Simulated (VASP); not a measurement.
The system is Pt.

```xyz
1
Lattice="0.0000 1.9609 1.9609 1.9609 0.0000 1.9609 1.9609 1.9609 0.0000" Properties=species:S:1:pos:R:3 pbc="T T T"
Pt    0.0000    0.0000    0.0000
```

Base run:

| Quantity | Value |
| --- | --- |
| Program | VASP 6.6.1 |
| Functional | PBE |
| Potentials or basis | VASP PAW PBE potentials, release 64 (Pt) |
| Cutoff | 520 eV |
| k mesh | 24 × 24 × 24 |
| Occupations | gaussian, width 0.1 eV |
| Spin | no spin polarisation |

Its results: band gap on the k mesh none (metal or under the smearing width); pressure 9.5 GPa.

Problem. After a change of settings the same cell gave: band gap on the k mesh none (metal or under the smearing width); pressure 8.7 GPa. Which change was it?
A. cutoff from 520 eV to 350 eV; k mesh from 24 × 24 × 24 to 14 × 14 × 14
B. k mesh from 24 × 24 × 24 to 6 × 6 × 6
C. k mesh from 24 × 24 × 24 to 12 × 12 × 12
D. k mesh from 24 × 24 × 24 to 4 × 4 × 4

Solution. A.
